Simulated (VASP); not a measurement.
# Si(110): relaxation, ionisation energy and affinity

Aim: ionisation energy and electron affinity of Si(110), from a slab and a bulk run lined up through core potentials.

Program: VASP 6.6.1. Level of theory: r2SCAN; plane waves and PAW (Si). Results are calculated unless marked as measured.

Report form: the programs' logs are mostly left out.

### Step 1. Starting point

It takes space group Fd-3m (No. 227, cubic). Conventional cell: a = 5.430 Å, b = 5.430 Å, c = 5.430 Å, α = 90.00°, β = 90.00°, γ = 90.00°. Si has 4 Si at 2.35 Å nearest.

As a file:

```cif
data_structure
_symmetry_space_group_name_H-M 'Fd-3m:1'
_symmetry_Int_Tables_number 227
_cell_length_a 5.4300
_cell_length_b 5.4300
_cell_length_c 5.4300
_cell_angle_alpha 90.000
_cell_angle_beta 90.000
_cell_angle_gamma 90.000
_cell_volume 160.10
loop_
_atom_site_label
_atom_site_type_symbol
_atom_site_symmetry_multiplicity
_atom_site_Wyckoff_symbol
_atom_site_fract_x
_atom_site_fract_y
_atom_site_fract_z
_atom_site_occupancy
Si1 Si 8 b 0.00000 0.00000 0.50000 1
```

### Step 2. Relaxing the bulk crystal

First cell and atoms are relaxed at a raised cutoff, so that later runs start from this functional's own cell.

INCAR reads:

```
SYSTEM = Si
PREC = Accurate
ENCUT = 350
EDIFF = 1E-06
NELM = 120
ISMEAR = 0
SIGMA = 0.03
LREAL = .FALSE.
ALGO = Normal
METAGGA = R2SCAN
LASPH = .TRUE.
NBANDS = 10
LORBIT = 11
LWAVE = .FALSE.
LCHARG = .FALSE.
KPAR = 4
IBRION = 2
NSW = 40
ISIF = 3
EDIFFG = -0.02
POTIM = 0.4
```

POSCAR reads:

```
Si
1.0
    0.0000000000      2.7150000000      2.7150000000
    2.7150000000      0.0000000000      2.7150000000
    2.7150000000      2.7150000000      0.0000000000
Si
2
Direct
    0.0000000000      0.0000000000      0.0000000000
    0.2500000000      0.2500000000      0.2500000000
```

KPOINTS reads:

```
Automatic mesh
0
Gamma
6 6 6
0 0 0
```

PAW data sets: Si (PBE family, release 64).

Command:

```sh
$ mpirun -np 4 vasp_std
```

The job ended after 6.4 s (4 MPI ranks of Intel Xeon 6975P-C (Granite Rapids), shared host; peak memory 0.46 GiB; 21 s of CPU time).

The PAW data sets were made with PBE, which is usual practice but a small mismatch for other functionals. The run keeps the 48 symmetry operations of its start, so it cannot find a distortion of lower symmetry.

The steps of the relaxation:

| step | energy less that of the first step (eV) | largest force (eV/Å) | pressure (GPa) | volume (Å³) |
| --- | --- | --- | --- | --- |
| 1 | 0.0000 | 0.0000 | 0.57 | 40.03 |
| 2 | -0.0003 | 0.0000 | -0.24 | 40.36 |
| 3 | -0.0004 | 0.0000 | 0.00 | 40.26 |

| conventional cell, symmetrised | before | after | change |
| --- | --- | --- | --- |
| a (Å) | 5.430 | 5.440 | +0.2 % |
| b (Å) | 5.430 | 5.440 | +0.2 % |
| c (Å) | 5.430 | 5.440 | +0.2 % |
| volume (Å³/atom) | 20.01 | 20.13 | +0.6 % |

The relaxed structure:

```xyz
2
Lattice="0.0000 2.7202 2.7202 2.7202 0.0000 2.7202 2.7202 2.7202 0.0000" Properties=species:S:1:pos:R:3 pbc="T T T"
Si    0.0000    0.0000    0.0000
Si    1.3601    1.3601    1.3601
```

Numbers from this step:

| Item | Value |
| --- | --- |
| electronic cycles | 20 |
| electrons | 8 |
| free energy (TOTEN) | -17.53 eV |
| Fermi energy | 5.886 eV |

The run ended after 3 ionic steps, 0.000 eV below its first step, once forces and stress met EDIFFG = -0.02.

### Step 3. Band edges of the bulk

A static bulk run at the slab's cutoff gives the band edges and the core potentials that tie them to the slab.

INCAR reads:

```
SYSTEM = Si
PREC = Normal
ENCUT = 320
EDIFF = 1E-06
NELM = 120
ISMEAR = 0
SIGMA = 0.03
LREAL = .FALSE.
ALGO = Normal
METAGGA = R2SCAN
LASPH = .TRUE.
NBANDS = 10
LORBIT = 11
LWAVE = .FALSE.
LCHARG = .FALSE.
KPAR = 4
```

POSCAR reads:

```
Si
1.0
    0.0000000000      2.7201735034      2.7201735034
    2.7201735034      0.0000000000      2.7201735034
    2.7201735034      2.7201735034      0.0000000000
Si
2
Direct
    0.0000000000      0.0000000000      0.0000000000
    0.2500000000      0.2500000000      0.2500000000
```

KPOINTS reads:

```
Automatic mesh
0
Gamma
14 14 14
0 0 0
```

Command:

```sh
$ mpirun -np 4 vasp_std
```

Run time: 6.4 s. Hardware: 4 MPI ranks; peak memory 0.48 GiB; 22 s of CPU time.

The gap is read on the k-mesh alone, so it is an upper bound where the band edges lie off the mesh.

This step gave:

* electronic cycles: 12
* free energy (TOTEN): -17.55 eV
* Fermi energy: 5.866 eV
* metallic: no
* gap on the k-mesh: 0.7857 eV
* least direct gap on the k-mesh: 2.758 eV

### Step 4. Surface relaxation

System of this step: Si(110). The cell holds 18 atoms: 18 Si. Its edges and angles: a = 3.847 Å, b = 5.440 Å, c = 31.388 Å, α = 90.0°, β = 90.0°, γ = 90.0°. It derives from Si. 9 layers, cut at this functional's lattice. Vacuum lies along c.

All atoms relax at the fixed cell.

INCAR reads:

```
SYSTEM = Si
PREC = Normal
ENCUT = 320
EDIFF = 1E-05
NELM = 120
ISMEAR = 0
SIGMA = 0.03
LREAL = Auto
ALGO = Normal
METAGGA = R2SCAN
LASPH = .TRUE.
NBANDS = 54
LORBIT = 11
LWAVE = .FALSE.
LCHARG = .FALSE.
KPAR = 2
NCORE = 2
IBRION = 2
NSW = 60
ISIF = 2
EDIFFG = -0.03
POTIM = 0.4
MAXMIX = 40
IDIPOL = 3
LDIPOL = .TRUE.
DIPOL = 0.5 0.5 0.5
```

POSCAR reads:

```
Si
1.0
    3.8469062605      0.0000000000      0.0000000000
    0.0000000000      5.4403470068      0.0000000000
    0.0000000000      0.0000000000     31.3876250421
Si
18
Direct
    0.7500000000      0.3750000000      0.7451224800
    0.2500000000      0.6250000000      0.7451224800
    0.2500000000      0.8750000000      0.6838418600
    0.7500000000      0.1250000000      0.6838418600
    0.7500000000      0.3750000000      0.6225612400
    0.2500000000      0.6250000000      0.6225612400
    0.2500000000      0.8750000000      0.5612806200
    0.7500000000      0.1250000000      0.5612806200
    0.7500000000      0.3750000000      0.5000000000
    0.2500000000      0.6250000000      0.5000000000
    0.2500000000      0.8750000000      0.4387193800
    0.7500000000      0.1250000000      0.4387193800
    0.7500000000      0.3750000000      0.3774387600
    0.2500000000      0.6250000000      0.3774387600
    0.2500000000      0.8750000000      0.3161581400
    0.7500000000      0.1250000000      0.3161581400
    0.7500000000      0.3750000000      0.2548775200
    0.2500000000      0.6250000000      0.2548775200
```

KPOINTS reads:

```
Automatic mesh
0
Gamma
6 5 1
0 0 0
```

Command:

```sh
$ mpirun -np 4 vasp_std
```

Elapsed: 10 min, on 4 MPI ranks; peak memory 0.89 GiB; 39 min of CPU time.

The run keeps the 8 symmetry operations of its start, so it cannot find a distortion of lower symmetry.

Relaxation path:

| step | energy less that of the first step (eV) | largest force (eV/Å) |
| --- | --- | --- |
| 1 | 0.0000 | 0.7918 |
| 2 | -0.0961 | 0.5541 |
| 3 | -0.1659 | 0.3940 |
| 4 | -0.1679 | 0.4502 |
| 5 | -0.2233 | 0.3036 |
| 6 | -0.2347 | 0.3272 |
| 7 | -0.2653 | 0.1543 |
| 8 | -0.2706 | 0.1648 |
| 9 | -0.2808 | 0.1007 |
| 10 | -0.2818 | 0.0985 |
| 11 | -0.2860 | 0.0845 |
| 12 | -0.2860 | 0.0852 |
| 13 | -0.2897 | 0.0684 |
| 14 | -0.2912 | 0.0993 |
| 15 | -0.2903 | 0.1676 |
| 16 | -0.2914 | 0.1214 |
| 17 | -0.2937 | 0.1035 |
| 18 | -0.2984 | 0.1140 |
| 19 | -0.2993 | 0.2605 |
| 20 | -0.3004 | 0.1856 |
| 21 | -0.3031 | 0.0212 |

The atoms that moved most (Å):

| atom | dx | dy | dz | length |
| --- | --- | --- | --- | --- |
| Si2 | 0.000 | -0.100 | -0.206 | 0.229 |
| Si1 | 0.000 | 0.100 | -0.206 | 0.229 |
| Si18 | 0.000 | -0.100 | 0.206 | 0.229 |
| Si17 | 0.000 | 0.100 | 0.206 | 0.229 |
| Si3 | 0.000 | 0.036 | -0.009 | 0.037 |
| Si15 | 0.000 | 0.036 | 0.009 | 0.037 |
| Si4 | 0.000 | -0.036 | -0.009 | 0.037 |
| Si16 | 0.000 | -0.036 | 0.009 | 0.037 |

Final coordinates:

```xyz
18
Lattice="3.8469 0.0000 0.0000 0.0000 5.4403 0.0000 0.0000 0.0000 31.3876" Properties=species:S:1:pos:R:3
Si    2.8852    2.1399   23.1812
Si    0.9617    3.3004   23.1812
Si    0.9617    4.7963   21.4550
Si    2.8852    0.6440   21.4550
Si    2.8852    2.0464   19.5517
Si    0.9617    3.3939   19.5517
Si    0.9617    4.7607   17.6229
Si    2.8852    0.6796   17.6229
Si    2.8852    2.0402   15.6938
Si    0.9617    3.4002   15.6938
Si    0.9617    4.7607   13.7647
Si    2.8852    0.6796   13.7647
Si    2.8852    2.0464   11.8359
Si    0.9617    3.3939   11.8359
Si    0.9617    4.7963    9.9326
Si    2.8852    0.6440    9.9326
Si    2.8852    2.1399    8.2064
Si    0.9617    3.3004    8.2064
```

Numbers from this step:

```yaml
electronic_cycles: 143
electrons: 72
free_energy_toten: -152.7649 eV
energy_at_zero_smearing: -152.7610 eV
fermi_energy: 0.9743 eV
metallic: yes
dipole_moment: 0, 0, 0 e·Å
```

The run ended after 21 ionic steps, 0.303 eV below its first step, once the forces on the free atoms met EDIFFG = -0.03.

### Step 5. Vacuum level and density of states

A static run writes the electrostatic potential without exchange and correlation (LVHAR), which is flat in the vacuum and gives the level to count from. The dipole correction cancels the field that unlike faces would set up across the vacuum.

INCAR reads:

```
SYSTEM = Si
PREC = Normal
ENCUT = 320
EDIFF = 1E-06
NELM = 120
ISMEAR = 0
SIGMA = 0.03
LREAL = Auto
ALGO = Normal
METAGGA = R2SCAN
LASPH = .TRUE.
NBANDS = 54
LORBIT = 11
LWAVE = .FALSE.
LCHARG = .TRUE.
KPAR = 2
IDIPOL = 3
LDIPOL = .TRUE.
DIPOL = 0.5 0.5 0.5
LVHAR = .TRUE.
LVACPOTAV = .TRUE.
NEDOS = 1500
```

POSCAR reads:

```
Si
1.0
    3.8469062605      0.0000000000      0.0000000000
    0.0000000000      5.4403470068      0.0000000000
    0.0000000000      0.0000000000     31.3876250421
Si
18
Direct
    0.7500000000      0.3933472298      0.7385453812
    0.2500000000      0.6066527702      0.7385453812
    0.2500000000      0.8816229329      0.6835495566
    0.7500000000      0.1183770671      0.6835495566
    0.7500000000      0.3761523328      0.6229111101
    0.2500000000      0.6238476672      0.6229111101
    0.2500000000      0.8750740092      0.5614612318
    0.7500000000      0.1249259908      0.5614612318
    0.7500000000      0.3750108197      0.5000000000
    0.2500000000      0.6249891803      0.5000000000
    0.2500000000      0.8750740092      0.4385387682
    0.7500000000      0.1249259908      0.4385387682
    0.7500000000      0.3761523328      0.3770888899
    0.2500000000      0.6238476672      0.3770888899
    0.2500000000      0.8816229329      0.3164504434
    0.7500000000      0.1183770671      0.3164504434
    0.7500000000      0.3933472298      0.2614546188
    0.2500000000      0.6066527702      0.2614546188
```

KPOINTS is that of step 4.

KPOINTS_OPT reads:

```
Line mode
14
Line-mode
Reciprocal
  0.00000000   0.00000000   0.00000000 GAMMA
  0.50000000   0.00000000   0.00000000 X

  0.50000000   0.00000000   0.00000000 X
  0.50000000   0.50000000   0.00000000 S

  0.50000000   0.50000000   0.00000000 S
  0.00000000   0.50000000   0.00000000 Y

  0.00000000   0.50000000   0.00000000 Y
  0.00000000   0.00000000   0.00000000 GAMMA

  0.00000000   0.00000000   0.00000000 GAMMA
  0.50000000   0.50000000   0.00000000 S
```

Command:

```sh
$ mpirun -np 4 vasp_std
```

It took 4.1 min on 4 MPI ranks; peak memory 1.1 GiB; 16 min of CPU time.

Numbers from this step:

| Item | Value |
| --- | --- |
| electronic cycles | 25 |
| energy at zero smearing | -152.7611 eV |
| Fermi energy | 0.9749 eV |
| vacuum levels | 5.924, 5.924 eV |
| work functions of the upper and lower face | 4.949, 4.949 eV |

The electronic bands at the labelled points (eV, zero at the Fermi level; # counts the bands kept):

| point | #28 | #29 | #30 | #31 | #32 | #33 | #34 | #35 |
| --- | --- | --- | --- | --- | --- | --- | --- | --- |
| Γ | -0.51 | -0.32 | -0.02 | 0.11 | 0.75 | 0.94 | 1.12 | 1.40 |
| 0.46 of the way | -1.82 | -1.25 | -0.68 | -0.63 | 1.02 | 1.29 | 1.42 | 1.53 |
| X | -2.07 | -2.07 | -0.28 | -0.28 | -0.17 | -0.17 | 0.95 | 0.95 |
| 0.46 of the way | -1.98 | -1.98 | -0.12 | -0.12 | 0.03 | 0.03 | 1.53 | 1.53 |
| S | -1.70 | -1.70 | -0.02 | -0.02 | 0.24 | 0.24 | 2.39 | 2.39 |
| 0.54 of the way | -1.62 | -1.55 | -0.01 | 0.00 | 0.36 | 0.48 | 2.65 | 2.68 |
| Y | -1.62 | -1.54 | -0.30 | -0.26 | 0.15 | 0.36 | 1.63 | 1.76 |
| 0.54 of the way | -1.03 | -0.99 | -0.19 | -0.07 | 0.75 | 0.92 | 1.05 | 1.32 |
| Γ | -0.51 | -0.32 | -0.02 | 0.11 | 0.75 | 0.94 | 1.12 | 1.40 |
| 0.54 of the way | -1.53 | -1.33 | -0.30 | -0.26 | 0.44 | 0.71 | 1.76 | 1.86 |
| S | -1.70 | -1.70 | -0.02 | -0.02 | 0.24 | 0.24 | 2.39 | 2.39 |

The planar average of the electrostatic potential oscillates, so the rows of the table below give means over windows of 1.91 Å about each position, cut where the curve ends. Its maxima inside the range that stand out by 2 % of the span (Å: eV): 9.1: -1.60, 10.9: -0.739, 12.8: -0.637, 14.7: -0.656, 16.7: -0.656, 18.6: -0.637, 20.5: -0.739, 22.3: -1.60. Its minima: 8.2: -11.3, 10.0: -11.6, 11.9: -11.8, 13.8: -11.9, 15.7: -11.9, 17.6: -11.9, 19.5: -11.8, 21.4: -11.6, 23.2: -11.3.

Zero at the Fermi level. Planar average of the electrostatic potential against height; means over each step:

| height (Å) | planar average of the electrostatic potential (eV) |
| --- | --- |
| 0.95 | 4.95 |
| 2.86 | 4.95 |
| 4.77 | 4.94 |
| 6.68 | 3.28 |
| 8.59 | -6.29 |
| 10.50 | -5.91 |
| 12.41 | -5.87 |
| 14.32 | -5.89 |
| 16.23 | -5.89 |
| 18.14 | -5.89 |
| 20.05 | -5.97 |
| 21.96 | -6.71 |
| 23.87 | -2.62 |
| 25.78 | 4.84 |
| 27.69 | 4.95 |
| 29.60 | 4.95 |

Density of states in the PAW spheres, an atom over height of the layer and energy from the Fermi level.

Ten even steps from '0' (0.011 states/eV) to '9' (0.390 states/eV), each cell a mean:
```
410000014
921000129
410000014
100000001
112333211
334454433
556767655
666555666
787888787
677777776
343323343
365565563
345555543
111222111
221111122
111111111
211111112
333212333
443333344
245676542
454535454
000000000
```
Columns: height of the layer (Å) from 8.2 to 23.2 (not evenly spaced); rows upwards: energy from the Fermi level (eV) from -7.9 to 0.5.

Electrostatic potential energy in the cb plane at fractional x = 0.250, with atoms of Si within 0.2 Å of it. With pseudopotentials it is smooth inside the atoms' cores, unlike the true potential.

Ten even steps from '0' (-86 eV) to '9' (6 eV), each cell a mean:
```
99851148999998412689999861037999999999999999
99840027999997200489999850017999999999999999
89861148988898412689888862148999999999999999
47887788853588877887447887788765799999999999
04899998610168999984003899998400489999999999
04899998610169999984003899998300289999999999
47999999853589999987446899998622589999999999
89999999988899999999889999999888899999999999
99999999999999999999999999999999999999999999
99999999999999999999999999999999999999999999
99999999999999999999999999999999999999999999
99999999999999999999999999999999999999999999
99999999999999999999999999999999999999999999
99987789999999877899999987678999999999999999
```
Columns run along c (16.0 Å, from fractional 0.39 to 0.90 of the cell; values clipped at the 3rd and 97th percentile), rows up along b (5.4 Å). Atoms in or near the plane, at fractional coordinates: Si at (0.74, 0.61), Si at (0.68, 0.88), Si at (0.62, 0.62), Si at (0.56, 0.88), Si at (0.50, 0.62), Si at (0.44, 0.88).

Valence density in the cb plane at fractional x = 0.250, with atoms of Si within 0.2 Å of it. It is the smooth field of the valence electrons, not physical close to the nuclei.

Ten even steps from '0' (-0.11 e/Å³) to '9' (0.58 e/Å³), each cell a mean:
```
23554355332345534543223454355432211111111111
45661057544467402665445662047643221111111111
67985489866789745987667896489875432111111111
79987789986899877999769987789987642211111111
37865567841587655687217865568742553211111111
25543345630365333465215643346510553211111111
65432223566653222345665432235655653211111111
54322222456542222234564322224566532211111111
33221122334322211223333222222344322111111111
22222122222222212222222222222222221111111111
22222222222222222222222222222222111111111111
12223322211122233222112223322211111111111111
12234443221223454322112234543221111111111111
22356654222234566532222356664321111111111111
```
Columns run along c (16.0 Å, from fractional 0.39 to 0.90 of the cell), rows up along b (5.4 Å). Atoms in or near the plane, at fractional coordinates: Si at (0.74, 0.61), Si at (0.68, 0.88), Si at (0.62, 0.62), Si at (0.56, 0.88), Si at (0.50, 0.62), Si at (0.44, 0.88).

The map of layer states is cut here 0.5 eV above the Fermi level, so it leaves out the states above that.

The vacuum level lies 4.95 eV above the Fermi level at the upper face; both faces agree, as the slab has next to no dipole.

The program found no field-free point at its default tolerance, but its printed level agrees with the flat part of the planar average.

On this mesh the fine structure of the density of states is sampling noise, and high empty states may be cut by the number of bands.

### Step 6. Lining up bulk and slab

This step: band edges against the vacuum, r2SCAN; plane waves and PAW (VASP 6.6.1).

Derived from the runs above.

This step gave:

| Quantity | Value |
| --- | --- |
| ionisation energy | 5.218 eV |
| offset spread | 0.008500 eV |
| bulk gap | 0.7857 eV |
| slab gap | 0 eV |
| electron affinity | 4.432 eV |
| buckling | 0 Å |
| tilt | 0 degree |
| surface energy, relaxed | 1.981 J/m² |

The averaged core potentials of the four middle atoms lie -4.978 eV from those of the bulk run. The bulk valence top (5.684 eV), moved by that offset, is taken from the upper vacuum level (5.924 eV).

### Step 7. Results

- ionisation energy: 5.22 eV
- electron affinity: 4.43 eV
- buckling: 0 Å
- surface energy, relaxed: 1.98 J/m²

In words: The bulk valence-band top lies 5.22 eV below the vacuum of Si(110), and the conduction-band bottom 4.43 eV. The symmetry kept forbids the top layer to buckle, so all numbers belong to a flat surface that may not be the lowest. It costs 1.98 J/m². The slab itself is metallic, through states of its surfaces. The offsets of the four middle atoms spread by 0.01 eV; a shift common to all four would not show in it. The bulk edges are read on a mesh, so a band minimum between its points makes the gap too large and the affinity too small. One thickness was run. Semilocal band edges put the valence top too high and the gap too small.

[Lines on the potential files, build, host, timing and source positions are cut from VASP's logs without a mark.]

[Logs are printed without paths, hosts, clocks, repeated set-up lines and the standing remarks that a program may print on its own settings, such as how far it seeks lower states.]

[Hosts, paths, dates, database ids (printed as entryN), source tags and the programs' standing remarks are cut or masked in the printed files.]

[Runs that stopped without an error message from VASP are left out.]
